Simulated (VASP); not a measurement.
## Shielding tensors and field gradients of Cs2HgSe2

Wanted: the shieldings and field gradients at the nuclei of Cs2HgSe2. The cell has space group Pbam. The start is a cell from a database of measured crystal structures.

Program: VASP 6.6.1. Level of theory: PBEsol; plane waves and PAW (Hg, Cs_sv, Se), in the first sound run; inputs show where later runs differ. Results are calculated unless marked as measured.

Most raw output is cut from this account.

**1. Starting point**

It takes space group Pbam (No. 55, orthorhombic). The conventional cell has a = 8.185 Å, b = 10.330 Å, c = 4.711 Å, α = 90.00°, β = 90.00°, γ = 90.00°. Nearest to Hg lie 2 Se at 2.41 Å. Nearest to Cs lie 6 Se at 3.66 to 3.72 Å and 1 Cs at 3.87 Å. Nearest to Se lie 1 Hg at 2.41 Å and 6 Cs at 3.66 to 3.72 Å. Farther neighbours and most contacts between anions are not listed.

As a file:

```xyz
10
Lattice="8.1849 0.0000 0.0000 0.0000 10.3302 0.0000 0.0000 0.0000 4.7112" Properties=species:S:1:pos:R:3 pbc="T T T"
Hg    4.0925    5.1651    0.0000
Hg    0.0000    0.0000    0.0000
Cs    3.2103    8.6062    2.3556
Cs    4.9746    1.7240    2.3556
Cs    7.3027    6.8891    2.3556
Cs    0.8822    3.4411    2.3556
Se    1.8846    6.1408    0.0000
Se    6.3003    4.1894    0.0000
Se    5.9770    9.3545    0.0000
Se    2.2079    0.9757    0.0000
```

**2. Relaxation**

The atoms are relaxed first inside the given cell, which is kept (ISIF = 2), since values at the nuclei depend on the positions.

Input file INCAR:

```
SYSTEM = Cs2HgSe2
PREC = Accurate
ENCUT = 400
EDIFF = 1E-06
NELM = 100
ISMEAR = 0
SIGMA = 0.05
LREAL = .FALSE.
ALGO = Normal
GGA = PS
NBANDS = 52
LWAVE = .FALSE.
LCHARG = .FALSE.
KPAR = 2
IBRION = 2
NSW = 60
ISIF = 2
EDIFFG = -0.01
```

Input file POSCAR:

```
Cs2HgSe2
1.0
    8.1849000000      0.0000000000      0.0000000000
    0.0000000000     10.3302000000      0.0000000000
    0.0000000000      0.0000000000      4.7112000000
Hg Cs Se
2 4 4
Direct
    0.5000000000      0.5000000000      0.0000000000
    0.0000000000      0.0000000000      0.0000000000
    0.3922200000      0.8331100000      0.5000000000
    0.6077800000      0.1668900000      0.5000000000
    0.8922200000      0.6668900000      0.5000000000
    0.1077800000      0.3331100000      0.5000000000
    0.2302500000      0.5944500000      0.0000000000
    0.7697500000      0.4055500000      0.0000000000
    0.7302500000      0.9055500000      0.0000000000
    0.2697500000      0.0944500000      0.0000000000
```

Input file KPOINTS:

```
Automatic mesh
0
Gamma
3 2 5
0 0 0
```

Potentials, in the order of the species: Hg, Cs_sv and Se (PBE family, release 64).

On the command line:

```
$ mpirun -np 4 vasp_std
```

Run time: 95 s. Hardware: 4 MPI ranks of Intel Xeon Platinum 8488C (Sapphire Rapids), shared host; peak memory 1.2 GiB.

The PAW data sets were made with PBE, which is usual practice but a small mismatch for other functionals. The run keeps the 8 symmetry operations of its start, so it cannot find a distortion of lower symmetry.

The steps of the relaxation:

```
step  energy less that of the first step (eV)  largest force (eV/Å)
   1                                   0.0000                0.2578
   2                                  -0.0089                0.1007
   3                                  -0.0106                0.0120
   4                                  -0.0106                0.0121
   5                                  -0.0106                0.0105
   6                                  -0.0108                0.0070
```

The atoms that moved most (Å):

```
atom      dx      dy     dz  length
Se10   0.020   0.005  0.000   0.021
 Se7  -0.020   0.005  0.000   0.021
 Se8   0.020  -0.005  0.000   0.021
 Se9  -0.020  -0.005  0.000   0.021
```

Final coordinates:

```
Hg Cs Se
1.0
     8.18490    0.00000    0.00000
     0.00000   10.33020    0.00000
     0.00000    0.00000    4.71120
Hg Cs Se
2 4 4
Direct
  0.50000 0.50000 0.00000
  0.00000 0.00000 0.00000
  0.39222 0.83348 0.50000
  0.60778 0.16652 0.50000
  0.89222 0.66652 0.50000
  0.10778 0.33348 0.50000
  0.22778 0.59492 0.00000
  0.77222 0.40508 0.00000
  0.72778 0.90508 0.00000
  0.27222 0.09492 0.00000
```

Numbers from this step:

```
free energy (TOTEN) : -28.94 eV
Fermi energy        : 0.7504 eV
pressure            : 0.008875 GPa
```

At PBEsol, with these data sets, the largest force is down to 0.0070 eV/Å.

**3. Ground state**

This step: PBE; plane waves and PAW (Hg, Cs_sv, Se) (VASP 6.6.1).

The next steps need an insulator, so the gap is checked first.

Input file INCAR:

```
SYSTEM = Cs2HgSe2
PREC = Accurate
ENCUT = 400
EDIFF = 1E-07
NELM = 100
ISMEAR = 0
SIGMA = 0.01
LREAL = .FALSE.
ALGO = Normal
GGA = PE
NBANDS = 52
LORBIT = 11
LWAVE = .FALSE.
LCHARG = .FALSE.
KPAR = 4
```

Input file POSCAR:

```
Cs2HgSe2
1.0
    8.1849000000      0.0000000000      0.0000000000
    0.0000000000     10.3302000000      0.0000000000
    0.0000000000      0.0000000000      4.7112000000
Hg Cs Se
2 4 4
Direct
    0.5000000000      0.5000000000      0.0000000000
    0.0000000000      0.0000000000      0.0000000000
    0.3922223141      0.8334766617      0.5000000000
    0.6077776859      0.1665233383      0.5000000000
    0.8922223141      0.6665233383      0.5000000000
    0.1077776859      0.3334766617      0.5000000000
    0.2277788365      0.5949200905      0.0000000000
    0.7722211635      0.4050799095      0.0000000000
    0.7277788365      0.9050799095      0.0000000000
    0.2722211635      0.0949200905      0.0000000000
```

Input file KPOINTS:

```
Automatic mesh
0
Gamma
3 3 5
0 0 0
```

On the command line:

```
$ mpirun -np 4 vasp_std
```

Run time: 41 s. Hardware: 4 MPI ranks; peak memory 1.7 GiB; 2.7 min of CPU time.

The gap is read on the k-mesh alone, so it is an upper bound where the band edges lie off the mesh.

This step gave:

```yaml
free_energy_toten: -26.49 eV
fermi_energy: 0.6691 eV
pressure: 1.573 GPa
gap_on_the_k_mesh: 1.930 eV
least_direct_gap_on_the_k_mesh: 1.961 eV
```

The cell has a gap of 1.93 eV on this mesh. Spin-orbit coupling is left out, which can shift or reorder these edges. Forces of up to 0.23 eV/Å remain in these settings.

**4. Shielding tensors**

This step: chemical shifts by linear response (GIPAW), PBE; plane waves and PAW (Hg, Cs_sv, Se) (VASP 6.6.1).

LCHIMAG computes the induced currents by linear response. It needs tightly converged orbitals and a cutoff well above the default; LEFG adds the field gradients at no cost.

Input file INCAR:

```
SYSTEM = Cs2HgSe2
PREC = Accurate
ENCUT = 330
EDIFF = 1E-09
NELM = 100
ISMEAR = 0
SIGMA = 0.01
LREAL = .FALSE.
ALGO = Normal
GGA = PE
NBANDS = 52
LWAVE = .FALSE.
LCHARG = .FALSE.
KPAR = 4
LCHIMAG = .TRUE.
LEFG = .TRUE.
DQ = 0.001
ICHIBARE = 1
LNMR_SYM_RED = .TRUE.
```

POSCAR is that of step 3.

Input file KPOINTS:

```
Automatic mesh
0
Gamma
6 4 8
0 0 0
```

On the command line:

```
$ mpirun -np 4 vasp_std
```

Wall time 50 min (4 MPI ranks); peak memory 10 GiB.

The atoms bear forces, and field gradients depend strongly on their positions. Spin-orbit coupling is left out, which changes shieldings on and beside heavy atoms by much.

Numbers from this step:

```yaml
free_energy_toten: -26.48 eV
fermi_energy: 0.6725 eV
pressure: 1.466 GPa
```

Valence and core; the G = 0 term is that of a spherical sample. NMR shielding, by row:

```
atom  isotropic shielding (ppm)  span (ppm)    skew  isotropic shielding without the G = 0 term (ppm)
 Hg1                       6754        5828  0.9888                                              6742
 Hg2                       6754        5828  0.9888                                              6742
 Cs3                       5058       116.5  0.3768                                              5046
 Cs4                       5058       116.5  0.3768                                              5046
 Cs5                       5058       116.5  0.3768                                              5046
 Cs6                       5058       116.5  0.3768                                              5046
 Se7                       1246        1033  0.9676                                              1234
 Se8                       1246        1033  0.9676                                              1234
 Se9                       1246        1033  0.9676                                              1234
Se10                       1246        1033  0.9676                                              1234
```

Ordered as |Vzz| ≥ |Vxx| ≥ |Vyy|, the program's way. Electric field gradients, by row:

```
atom  Vxx (V/Å²)  Vyy (V/Å²)  Vzz (V/Å²)  asymmetry
 Hg1       396.3       382.4      -778.7      0.018
 Hg2       396.3       382.4      -778.7      0.018
 Cs3      -45.27      -22.25       67.53      0.341
 Cs4      -45.27      -22.25       67.53      0.341
 Cs5      -45.27      -22.25       67.53      0.341
 Cs6      -45.27      -22.25       67.53      0.341
 Se7      -174.5      -167.7       342.3       0.02
 Se8      -174.5      -167.7       342.3       0.02
 Se9      -174.5      -167.7       342.3       0.02
Se10      -174.5      -167.7       342.3       0.02
```

**5. Cell stretched**

A changed volume shows how shieldings follow the bond lengths.

INCAR is that of step 4.

Changes to POSCAR since step 4:

```diff
@@ -2,5 +2,5 @@
 1.0
-    8.1849000000      0.0000000000      0.0000000000
-    0.0000000000     10.3302000000      0.0000000000
-    0.0000000000      0.0000000000      4.7112000000
+    8.2926084043      0.0000000000      0.0000000000
+    0.0000000000     10.4661392733      0.0000000000
+    0.0000000000      0.0000000000      4.7731965833
 Hg Cs Se
```

KPOINTS is that of step 4.

On the command line:

```
$ mpirun -np 4 vasp_std
```

Wall time 69 min (4 MPI ranks); peak memory 11 GiB.

Numbers from this step:

- free energy (TOTEN): -26.59 eV
- Fermi energy: 0.5062 eV
- pressure: 0.4976 GPa
- gap on the k-mesh: 1.823 eV
- least direct gap on the k-mesh: 1.845 eV

Valence and core; the G = 0 term is that of a spherical sample. NMR shielding, by row:

```
atom  isotropic shielding (ppm)  span (ppm)    skew  isotropic shielding without the G = 0 term (ppm)
 Hg1                       6893        5670   0.987                                              6881
 Hg2                       6893        5670   0.987                                              6881
 Cs3                       5123       105.5  0.5624                                              5112
 Cs4                       5123       105.5  0.5624                                              5112
 Cs5                       5123       105.5  0.5624                                              5112
 Cs6                       5123       105.5  0.5624                                              5112
 Se7                       1206        1162  0.9589                                              1195
 Se8                       1206        1162  0.9589                                              1195
 Se9                       1206        1162  0.9589                                              1195
Se10                       1206        1162  0.9589                                              1195
```

Ordered as |Vzz| ≥ |Vxx| ≥ |Vyy|, the program's way. Electric field gradients, by row:

```
atom  Vxx (V/Å²)  Vyy (V/Å²)  Vzz (V/Å²)  asymmetry
 Hg1         375       361.3      -736.3      0.019
 Hg2         375       361.3      -736.3      0.019
 Cs3      -42.78      -20.93       63.72      0.343
 Cs4      -42.78      -20.93       63.72      0.343
 Cs5      -42.78      -20.93       63.72      0.343
 Cs6      -42.78      -20.93       63.72      0.343
 Se7      -181.7      -173.6       355.4      0.023
 Se8      -181.7      -173.6       355.4      0.023
 Se9      -181.7      -173.6       355.4      0.023
Se10      -181.7      -173.6       355.4      0.023
```

Against the first shielding run the largest change is +138.4 ppm, on Hg1.

**6. Lower cutoff**

A lower cutoff shows what can be saved.

Changes to INCAR since step 5:

```diff
@@ -2,3 +2,3 @@
 PREC = Accurate
-ENCUT = 330
+ENCUT = 300
 EDIFF = 1E-09
```

Changes to POSCAR since step 5:

```diff
@@ -2,5 +2,5 @@
 1.0
-    8.2926084043      0.0000000000      0.0000000000
-    0.0000000000     10.4661392733      0.0000000000
-    0.0000000000      0.0000000000      4.7731965833
+    8.1849000000      0.0000000000      0.0000000000
+    0.0000000000     10.3302000000      0.0000000000
+    0.0000000000      0.0000000000      4.7112000000
 Hg Cs Se
```

KPOINTS is that of step 5.

On the command line:

```
$ mpirun -np 4 vasp_std
```

Run time: 5.4 min. Hardware: 4 MPI ranks.

The run was cut off at its time limit.

**7. Results**

| Property | Result |
| --- | --- |
| Hg, isotropic shielding | 6754.1 ppm |
| Cs, isotropic shielding | 5057.6 ppm |
| Se, isotropic shielding | 1246.1 ppm |

**Reading.** At PBE, in the first shielding run, the isotropic shieldings are Hg 6754.1 ppm; Cs 5057.6 ppm; Se 1246.1 ppm. In the first shielding run the widest tensor is that of Hg1, with a span (largest less smallest principal value) of 5828 ppm. The largest field gradient of that run is Vzz = -779 V/Å² at Hg1. Shifts were not obtained, since a shift is the shielding of a reference compound, computed alike, less these values. The G = 0 term is the part set by the sample's shape, taken here for a sphere. Spin-orbit effects on the shifts of and near heavy atoms are left out. No finer mesh was run, so convergence in it isn't shown. VASP's guide advises LASPH and NLSPLINE for shieldings, which this input doesn't set; the effect wasn't tested. The run «lower cutoff» ended without a result (time limit). The cell has space group Pbam. The atoms were relaxed with other settings, and carry forces of up to 0.23 eV/Å in the first shielding run, at PBE. Not tabulated here, as repeats of values shown or as unfit to read for their mesh, reference level or band range: gaps (relaxation).

[Lines on the potential files, build, host, timing and source positions are cut from VASP's logs without a mark.]

[Logs are printed without paths, hosts, clocks, repeated set-up lines and the standing remarks that a program may print on its own settings, such as how far it seeks lower states.]

[Hosts, paths, dates, database ids (printed as entryN), source tags and the programs' standing remarks are cut or masked in the printed files.]
